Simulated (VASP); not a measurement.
Set up this calculation in VASP 6.6.1, as the native input.

```
Task                   : single point
Functional             : PBEsol
Potentials or basis    : VASP PAW PBE potentials, release 64 (Nb_sv)
Cutoff                 : 520 eV
k mesh                 : 18 × 18 × 18
Occupations            : gaussian, width 0.5 eV
Spin                   : no spin polarisation
Further INCAR settings : ALGO = Normal; EDIFF = 1e-07; NBANDS = 12
```

The structure of Nb lies in POSCAR:

```
Nb
1.0
   -1.6355100000      1.6355100000      1.6355100000
    1.6355100000     -1.6355100000      1.6355100000
    1.6355100000      1.6355100000     -1.6355100000
Nb
1
Direct
    1.0000000000      1.0000000000      1.0000000000
```

One way to write it, as run:

INCAR

```
  PREC = Accurate
  ENCUT = 520
  EDIFF = 1E-7
  ISMEAR = 0
  SIGMA = 0.5
  LREAL = F
  LASPH = T
  NELM = 60
  ALGO = Normal
  ISIF = 2
  LWAVE = F
  LCHARG = T
  GGA = PS
  LELF = T
  LVHAR = T
  NBANDS = 12
```

KPOINTS

```
regular mesh
0
Gamma
  18 18 18
```

Potentials or basis: VASP PAW PBE potentials, release 64 (Nb_sv).

Command:

```bash
$ cat potpaw_PBE.64/Nb_sv/POTCAR > POTCAR
$ mpirun -np 1 vasp_std > vasp.out
```

Results of the run:

```json
{"Pressure": "0.7 GPa", "Band gap on the k mesh": "none (metal or under the smearing width)"}
```

Caveat: the PAW data sets were made with another functional, which shifts forces and pressure a little.

Run time: 14 s on 1 thread of Intel(R) Xeon(R) 6975P-C (Granite Rapids) (shared host), peak memory 0.16 GiB.
